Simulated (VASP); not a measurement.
Input of a VASP 6.6.1 run:

The input INCAR:

```
ALGO = Normal
EDIFF = 1E-7
ENCUT = 520
GGA = PE
ISIF = 2
ISMEAR = 0
LASPH = T
LCHARG = F
LREAL = F
LWAVE = F
NBANDS = 25
NELM = 100
PREC = Accurate
SIGMA = 0.05
```

Contents of KPOINTS:

```
k-points
0
Gamma
  4 4 4
```

The input POSCAR:

```
LiVSe3
1.0
    5.0400000000      0.0000000000      0.0000000000
    0.0000000000      5.0400000000      0.0000000000
    0.0000000000      0.0000000000      5.0400000000
Li V Se
1 1 3
Direct
    0.0000000000      0.0000000000      0.0000000000
    0.5000000000      0.5000000000      0.5000000000
    0.5000000000      0.5000000000      0.0000000000
    0.5000000000      0.0000000000      0.5000000000
    0.0000000000      0.5000000000      0.5000000000
```

Potentials or basis: VASP PAW PBE potentials, release 64 (Li_sv, V_sv, Se).

Run with:

```bash
$ cat potpaw_PBE.64/Li_sv/POTCAR potpaw_PBE.64/V_sv/POTCAR potpaw_PBE.64/Se/POTCAR > POTCAR
$ mpirun -np 1 vasp_std > vasp.out
```

(1) What does it give for the band gap on the k mesh?

Results:

(1) none (metal or under the smearing width).

Caveat: the run has no spin polarisation, though such a crystal can be magnetic.
